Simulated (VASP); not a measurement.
VASP ran on this input.

KPOINTS:
```
Automatic mesh
0
Gamma
9 9 9
0 0 0
```

### INCAR
```
LASPH = .TRUE.
SIGMA = 0.05   # width (eV)
LREAL = .FALSE.   # projection in real space or not
LCHARG = .FALSE.
GGA_COMPAT = .FALSE.
SYSTEM = NaF
EDIFF = 1E-6
ALGO = Normal   # blocked Davidson
ENCUT = 520   # plane-wave cut-off (eV)
PREC = Accurate
ISMEAR = 0   # Gaussian
ISIF = 2   # forces and stress, cell fixed
NELM = 100
LWAVE = .FALSE.
GGA = PE   # PBE
MAGMOM = 0 0 0 0 0 0
LSORBIT = .TRUE.
```

**POSCAR**
```
NaF
2.36130
  0.0000000000   1.0000000000   1.0000000000
  1.0000000000   0.0000000000   1.0000000000
  1.0000000000   1.0000000000   0.0000000000
Na F
1 1
direct
  0.0000000000   0.0000000000   0.0000000000
  0.5000000000   0.5000000000   0.5000000000
```

POTCAR, in this order: Na_pv F (PBE.64 set). Program: vasp_ncl.

Q: Write an equivalent input for Ansatz.

A: One equivalent input (not run):
Ansatz 0.2 input:
```yaml
crystal:
  lattice:
    - [0.0000000, 2.3613000, 2.3613000]
    - [2.3613000, 0.0000000, 2.3613000]
    - [2.3613000, 2.3613000, 0.0000000]
  atoms:
    - { symbol: Na, position: [0.0000000, 0.0000000, 0.0000000] }
    - { symbol: F, position: [0.5000000, 0.5000000, 0.5000000] }
kpoints:
  mp_grid: { grid: [9, 9, 9] }
hamiltonian:
  xc: pbe
  pseudopotentials: { kind: paw }
magnetization: { noncollinear: true, spin_orbit: true }
scf:
  occupations: { method: gaussian, width: 0.05 }
  max_iter: 100
output: { forces: true, stress: true, eigenvalues: true }
```
Limits of the translation: each code has its own PAW files, so the cut-off isn't converted (ENCUT is set for VASP's; basis.ecutwfc is left out, and Ansatz then takes the one that its files recommend); Ansatz stops its SCF on the density residual and VASP on the energy change (EDIFF).

The compound is NaF in the rock salt structure. The cell was not relaxed at this level. The run is one of a series of settings (GGA_COMPAT = .FALSE., LSORBIT = .TRUE., MAGMOM = 0 0 0 0 0 0, program vasp_ncl against the base run), some of them coarse on purpose.
